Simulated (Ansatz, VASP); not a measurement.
# H4C2SeSO2: VASP beside Ansatz, part 2 of 3

One calculation is typed for both programs; each brings its own data sets. How far apart do they land? The cell is taken from a series of runs on this material, whose earlier steps may have relaxed, scaled, displaced or heated it; both programs get it as it stands.

VASP 6.6.1 and Ansatz 0.2.0.

So far: The starting structure; Ansatz: dielectric response, PBE.

### Step 3. VASP: dielectric response, PBE

Level of this step: PBE; plane waves and PAW (H, C, Se, S, O) (VASP).

The same cell, functional and mesh now go to VASP, with its own data sets.

Lines of VASP's logs that name or quote its potential files are left out, and so is its time.

File INCAR:

```
SYSTEM = H4C2SeSO2
PREC = Accurate
ENCUT = 520
EDIFF = 1E-08
NELM = 120
ISMEAR = 0
SIGMA = 0.01
LREAL = .FALSE.
ALGO = Normal
GGA = PE
NBANDS = 56
LORBIT = 11
LWAVE = .FALSE.
LCHARG = .FALSE.
ISIF = 2
LEPSILON = .TRUE.
LASPH = .TRUE.
GGA_COMPAT = .FALSE.
EFERMI = MIDGAP
KPAR = 4
```

File POSCAR:

```
H4C2SeSO2
1.0
    5.6201000000      0.0000000000      0.0000000000
    0.0000000000      5.4290000000      0.0000000000
   -4.1064155037      0.0000000000      7.7821554370
H C Se S O
8 4 2 2 4
Direct
    0.9903275064      0.7473635647      0.4660418871
    0.9903275064      0.2526364353      0.9660418871
    0.9526666536      0.4949916995      0.3188623577
    0.9526666536      0.5050083005      0.8188623577
    0.3242621606      0.9254302466      0.9991609007
    0.3242621606      0.0745697534      0.4991609007
    0.4578783155      0.1133202744      0.1941292844
    0.4578783155      0.8866797256      0.6941292844
    0.8719629278      0.6686019466      0.3380623345
    0.8719629278      0.3313980534      0.8380623345
    0.4713629967      0.9401030733      0.1349322238
    0.4713629967      0.0598969267      0.6349322238
    0.4847737869      0.6468803937      0.2741171740
    0.4847737869      0.3531196063      0.7741171740
    0.8080090367      0.8871242417      0.1698405285
    0.8080090367      0.1128757583      0.6698405285
    0.9794800703      0.1049310127      0.2322299963
    0.9794800703      0.8950689873      0.7322299963
    0.8018265455      0.7599013105      0.0217933131
    0.8018265455      0.2400986895      0.5217933131
```

File KPOINTS:

```
Automatic mesh
0
Gamma
4 4 4
0 0 0
```

PAW data sets: H, C, Se, S and O (PBE family, release 64).

Launch:

```console
> mpirun -np 4 vasp_std
```

What it wrote:

```text
[banner, memory and clock lines left out]
running    4 mpi-ranks, on    1 nodes
 distrk:  each k-point on    1 cores,    4 groups
 distr:  one band on    1 cores,    1 groups

 POSCAR found type information on POSCAR H C SeS O
 POSCAR found :  5 types and      20 ions
|                                                                             |
|               ----> ADVICE to this user running VASP <----                  |
|                                                                             |
|     You have a (more or less) 'large supercell' and for larger cells it     |
|     might be more efficient to use real-space projection operators.         |
|     Therefore, try LREAL= Auto in the INCAR file.                           |
|     Mind: For very accurate calculation, you might also keep the            |
|     reciprocal projection scheme (i.e. LREAL=.FALSE.).                      |
|                                                                             |

 LDA part: xc-table for (Slater+PW92), standard interpolation
 POSCAR, INCAR and KPOINTS ok, starting setup
 FFT: planning ... GRIDC
 FFT: planning ... GRID_SOFT
 FFT: planning ... GRID
 WAVECAR not read
 entering main loop
       N       E                     dE             d eps       ncg     rms          rms(c)
DAV:   1     0.384530658713E+03    0.38453E+03   -0.33763E+04  3360   0.114E+03
DAV:   2    -0.796116441346E+02   -0.46414E+03   -0.44791E+03  4184   0.248E+02
DAV:   3    -0.115774132956E+03   -0.36162E+02   -0.35845E+02  4208   0.720E+01
DAV:   4    -0.116326816684E+03   -0.55268E+00   -0.55113E+00  4312   0.980E+00
DAV:   5    -0.116336613680E+03   -0.97970E-02   -0.97939E-02  4168   0.126E+00    0.494E+01
DAV:   6    -0.104983690542E+03    0.11353E+02   -0.30200E+01  3848   0.233E+01    0.283E+01
DAV:   7    -0.104783541590E+03    0.20015E+00   -0.50787E+00  4248   0.921E+00    0.662E+00
DAV:   8    -0.104690318062E+03    0.93224E-01   -0.33792E-01  4024   0.253E+00    0.248E+00
DAV:   9    -0.104689394942E+03    0.92312E-03   -0.78853E-02  4184   0.110E+00    0.392E-01
DAV:  10    -0.104690236497E+03   -0.84155E-03   -0.54500E-03  4080   0.354E-01    0.193E-01
DAV:  11    -0.104691322465E+03   -0.10860E-02   -0.15789E-03  3848   0.168E-01    0.787E-02
DAV:  12    -0.104691585788E+03   -0.26332E-03   -0.23704E-04  4296   0.719E-02    0.224E-02
DAV:  13    -0.104691616120E+03   -0.30333E-04   -0.37982E-05  4024   0.274E-02    0.130E-02
DAV:  14    -0.104691617613E+03   -0.14927E-05   -0.44104E-06  4296   0.954E-03    0.456E-03
DAV:  15    -0.104691618182E+03   -0.56874E-06   -0.94558E-07  3952   0.406E-03    0.152E-03
DAV:  16    -0.104691618276E+03   -0.94311E-07   -0.60997E-08  4344   0.114E-03    0.826E-04
DAV:  17    -0.104691618303E+03   -0.27041E-07   -0.48042E-08  3600   0.101E-03    0.234E-04
DAV:  18    -0.104691618302E+03    0.73851E-09   -0.27249E-09  2976   0.328E-04
   1 F= -.10469162E+03 E0= -.10469162E+03  d E =0.000000E+00
 Linear response reoptimize wavefunctions to high precision
DAV:   1    -0.104691618303E+03   -0.67666E-09   -0.98747E-10  2480   0.150E-04
DAV:   2    -0.104691618303E+03   -0.18190E-11   -0.12076E-10  2400   0.449E-05
 Linear response G [H, r] |phi>, progress :
  Direction:   1
       N       E                     dE             d eps       ncg     rms
RMM:   1    -0.334448321717E+03   -0.33445E+03   -0.72993E+01  9295   0.878E+01
RMM:   2    -0.267970339500E+03    0.66478E+02   -0.38199E+01  5837   0.240E+01
RMM:   3    -0.268347904386E+03   -0.37756E+00   -0.92747E-01  6238   0.343E+00
RMM:   4    -0.268361788853E+03   -0.13884E-01   -0.27073E-02  6617   0.592E-01
RMM:   5    -0.268362090901E+03   -0.30205E-03   -0.15214E-03  6548   0.117E-01
RMM:   6    -0.268362105767E+03   -0.14866E-04   -0.11125E-04  6700   0.250E-02
RMM:   7    -0.268362104598E+03    0.11683E-05   -0.34473E-05  6660   0.728E-03
RMM:   8    -0.268362103563E+03    0.10354E-05   -0.21885E-05  6697   0.386E-03
RMM:   9    -0.268362103393E+03    0.17051E-06   -0.14628E-05  6635   0.331E-03
RMM:  10    -0.268362103303E+03    0.89905E-07    0.10175E-06  6595   0.323E-03
RMM:  11    -0.268362103315E+03   -0.12777E-07    0.81012E-05  6394   0.324E-03
RMM:  12    -0.268362103277E+03    0.37955E-07    0.69800E-06  6392   0.324E-03
 Linear response G [H, r] |phi>, progress :
  Direction:   2
       N       E                     dE             d eps       ncg     rms
RMM:   1    -0.340303589745E+03   -0.34030E+03   -0.13043E+02  9250   0.890E+01
RMM:   2    -0.268240627074E+03    0.72063E+02   -0.37246E+01  5819   0.239E+01
RMM:   3    -0.268635552038E+03   -0.39492E+00   -0.78228E-01  6295   0.331E+00
RMM:   4    -0.268652641086E+03   -0.17089E-01   -0.18381E-02  6624   0.550E-01
RMM:   5    -0.268653393408E+03   -0.75232E-03   -0.67896E-04  6555   0.106E-01
RMM:   6    -0.268653461031E+03   -0.67623E-04   -0.28951E-05  6684   0.230E-02
RMM:   7    -0.268653464198E+03   -0.31673E-05   -0.24200E-06  6684   0.715E-03
RMM:   8    -0.268653462341E+03    0.18577E-05    0.33289E-05  6745   0.423E-03
RMM:   9    -0.268653461992E+03    0.34905E-06    0.46461E-05  6694   0.377E-03
RMM:  10    -0.268653462216E+03   -0.22421E-06    0.17331E-04  6662   0.370E-03
RMM:  11    -0.268653463060E+03   -0.84374E-06    0.25283E-04  6522   0.372E-03
RMM:  12    -0.268653462938E+03    0.12173E-06    0.11321E-04  6514   0.371E-03
[...]
RMM:   6    -0.168623770045E+01   -0.54796E-07   -0.33318E-07  6196   0.990E-04
RMM:   7    -0.168623770444E+01   -0.39964E-08   -0.14727E-07  5844   0.353E-04
RMM:   8    -0.168623770483E+01   -0.38879E-09   -0.13675E-07  5301   0.246E-04
RMM:   9    -0.168623770475E+01    0.80213E-10   -0.13262E-07  5084   0.230E-04
RMM:  10    -0.168623770497E+01   -0.21510E-09   -0.21219E-07  5067   0.229E-04
RMM:  11    -0.168623770483E+01    0.13958E-09   -0.25378E-07  5063   0.229E-04
 change of polarisation eV/A/(eV/A) component  2 :     0.004     3.372     0.015
 dielectric tensor                  component  2 :     0.003     3.570     0.011
 Linear response to external field (no local field effect), progress :
  Direction:   3
       N       E                     dE             d eps       ncg     rms          rms(c)
RMM:   1    -0.145854536494E+01   -0.14585E+01   -0.45575E+00  6766   0.363E+00
RMM:   2    -0.153486675907E+01   -0.76321E-01   -0.52408E-02  5885   0.757E-01
RMM:   3    -0.153565710327E+01   -0.79034E-03   -0.12564E-03  6052   0.103E-01
RMM:   4    -0.153568051583E+01   -0.23413E-04   -0.53889E-05  6252   0.191E-02
RMM:   5    -0.153568144553E+01   -0.92970E-06   -0.26701E-06  6181   0.383E-03
RMM:   6    -0.153568148096E+01   -0.35423E-07   -0.26743E-07  6250   0.911E-04
RMM:   7    -0.153568148061E+01    0.35205E-09   -0.71812E-08  5819   0.333E-04
 change of polarisation eV/A/(eV/A) component  3 :    -0.094     0.015     3.071
 dielectric tensor                  component  3 :    -0.072     0.011     3.341
 Linear response to external field, progress :
  Direction:   1
       N       E                     dE             d eps       ncg     rms          rms(c)
RMM:   1    -0.172133499496E+01   -0.17213E+01   -0.63450E+00  6698   0.380E+00
RMM:   2    -0.182805823416E+01   -0.10672E+00   -0.75025E-02  5938   0.878E-01    0.345E+00
RMM:   3    -0.150406929323E+01    0.32399E+00   -0.49817E-01  5906   0.194E+00    0.144E+00
RMM:   4    -0.150304874536E+01    0.10205E-02   -0.69848E-02  6045   0.758E-01    0.587E-01
RMM:   5    -0.153965819966E+01   -0.36609E-01   -0.17578E-02  6106   0.373E-01    0.227E-01
RMM:   6    -0.156086944282E+01   -0.21211E-01   -0.24150E-03  5972   0.157E-01    0.964E-02
RMM:   7    -0.157134383449E+01   -0.10474E-01   -0.47157E-04  5815   0.712E-02    0.434E-02
RMM:   8    -0.157315644807E+01   -0.18126E-02   -0.30058E-05  6144   0.226E-02    0.190E-02
RMM:   9    -0.157415128164E+01   -0.99483E-03   -0.35681E-05  5909   0.123E-02    0.510E-03
RMM:  10    -0.157431005358E+01   -0.15877E-03   -0.20581E-05  6299   0.364E-03    0.179E-03
RMM:  11    -0.157433709814E+01   -0.27045E-04   -0.12918E-05  5953   0.204E-03    0.617E-04
RMM:  12    -0.157433071763E+01    0.63805E-05   -0.80687E-06  6288   0.896E-04    0.163E-04
RMM:  13    -0.157432807475E+01    0.26429E-05   -0.44560E-06  6368   0.301E-04    0.747E-05
RMM:  14    -0.157432514619E+01    0.29286E-05   -0.39038E-06  5881   0.231E-04    0.171E-05
RMM:  15    -0.157432483402E+01    0.31217E-06   -0.37122E-06  5349   0.191E-04    0.627E-06
 change of polarisation eV/A/(eV/A) component  1 :     2.848     0.003    -0.163
 dielectric tensor                  component  1 :     3.170     0.002    -0.124
 Linear response to external field, progress :
  Direction:   2
       N       E                     dE             d eps       ncg     rms          rms(c)
RMM:   1    -0.159738682029E+01   -0.15974E+01   -0.54243E+00  8157   0.377E+00
RMM:   2    -0.168522365397E+01   -0.87837E-01   -0.59841E-02  6996   0.803E-01    0.341E+00
RMM:   3    -0.136403727670E+01    0.32119E+00   -0.75528E-01  7023   0.240E+00    0.146E+00
RMM:   4    -0.135367613342E+01    0.10361E-01   -0.92926E-02  7231   0.941E-01    0.660E-01
RMM:   5    -0.138648869648E+01   -0.32813E-01   -0.30603E-02  7251   0.463E-01    0.238E-01
RMM:   6    -0.140884887188E+01   -0.22360E-01   -0.32421E-03  7304   0.162E-01    0.105E-01
RMM:   7    -0.141964365023E+01   -0.10795E-01   -0.45668E-04  7039   0.748E-02    0.322E-02
RMM:   8    -0.142199996582E+01   -0.23563E-02   -0.27539E-04  7381   0.218E-02    0.103E-02
RMM:   9    -0.142248355410E+01   -0.48359E-03   -0.44833E-04  7469   0.725E-03    0.347E-03
RMM:  10    -0.142261364365E+01   -0.13009E-03   -0.37517E-04  7344   0.330E-03    0.117E-03
RMM:  11    -0.142262903183E+01   -0.15388E-04   -0.28545E-04  7657   0.980E-04    0.547E-04
RMM:  12    -0.142264119306E+01   -0.12161E-04   -0.30729E-04  7365   0.800E-04    0.139E-04
RMM:  13    -0.142263453234E+01    0.66607E-05   -0.24917E-04  7678   0.295E-04    0.677E-05
RMM:  14    -0.142262886957E+01    0.56628E-05   -0.20665E-04  7285   0.244E-04    0.241E-05
RMM:  15    -0.142262540975E+01    0.34598E-05   -0.17884E-04  6702   0.216E-04    0.994E-06
 change of polarisation eV/A/(eV/A) component  2 :     0.000     2.573    -0.000
 dielectric tensor                  component  2 :     0.000     2.961    -0.000
 Linear response to external field, progress :
  Direction:   3
       N       E                     dE             d eps       ncg     rms          rms(c)
RMM:   1    -0.145854536494E+01   -0.14585E+01   -0.45575E+00  6766   0.363E+00
RMM:   2    -0.153486668349E+01   -0.76321E-01   -0.52408E-02  5887   0.757E-01    0.308E+00
RMM:   3    -0.128006787014E+01    0.25480E+00   -0.60753E-01  5866   0.216E+00    0.136E+00
RMM:   4    -0.127484254601E+01    0.52253E-02   -0.67998E-02  5973   0.850E-01    0.630E-01
RMM:   5    -0.131158194120E+01   -0.36739E-01   -0.25823E-02  6018   0.451E-01    0.212E-01
RMM:   6    -0.133222147608E+01   -0.20640E-01   -0.20665E-03  6056   0.139E-01    0.983E-02
RMM:   7    -0.134260309033E+01   -0.10382E-01   -0.36868E-04  5862   0.662E-02    0.275E-02
RMM:   9    -0.134550194420E+01   -0.90193E-03    0.31083E-06  5792   0.106E-02    0.291E-03
RMM:  10    -0.134561464709E+01   -0.11270E-03    0.37277E-06  6346   0.292E-03    0.110E-03
RMM:  11    -0.134565651057E+01   -0.41863E-04    0.37771E-06  6241   0.110E-03    0.427E-04
RMM:  12    -0.134566683465E+01   -0.10324E-04    0.39657E-06  6220   0.638E-04    0.100E-04
RMM:  13    -0.134566546503E+01    0.13696E-05    0.35685E-06  6164   0.269E-04    0.422E-05
RMM:  14    -0.134566452379E+01    0.94124E-06    0.29578E-06  5933   0.224E-04    0.113E-05
RMM:  15    -0.134566432030E+01    0.20349E-06    0.26714E-06  5319   0.201E-04    0.514E-06
 change of polarisation eV/A/(eV/A) component  3 :    -0.163     0.015     2.426
 dielectric tensor                  component  3 :    -0.124     0.011     2.849
 Born effective charges drift removed
```

[end of part 2 of 3]

[Lines on the potential files, build, host, timing and source positions are cut from VASP's logs without a mark.]

[Logs are printed without paths, hosts, clocks, repeated set-up lines and the standing remarks that a program may print on its own settings, such as how far it seeks lower states.]

[Hosts, paths, dates, database ids (printed as entryN), source tags and the programs' standing remarks are cut or masked in the printed files.]
